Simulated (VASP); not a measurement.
Here is the system:

```
MoS2
1.0
    3.12520     0.00000     0.00000
   -1.56260     2.70650     0.00000
    0.00000     0.00000    18.78519
Mo S
1 2
Cartesian
  1.56260   0.90217   9.39259
  0.00000   1.80433  10.94329
  0.00000   1.80433   7.84190
```

These are LDA (Ceperley-Alder, Perdew-Zunger), VASP's LDA PAW potentials (set 64) (plane waves; VASP) values and carry that method's errors. Numerical set-up: PREC = Normal, 400 eV cut-off, 12×12×1 Γ-centred mesh, Gaussian smearing of 0.050 eV, potentials Mo_sv S.

Question: Predict the energy per atom (σ→0), band gap (on the k-mesh) with the smallest direct gap where there is one.

Answer: 
- band gap (on the k-mesh) = 1.85 eV
- smallest direct gap (on the k-mesh) = 1.85 eV
- energy per atom (σ→0) = -8.122 eV/atom

Only differences to runs with the same potentials and settings are physical.

The cell is a sheet with vacuum, built from MoS2 (2H layered).
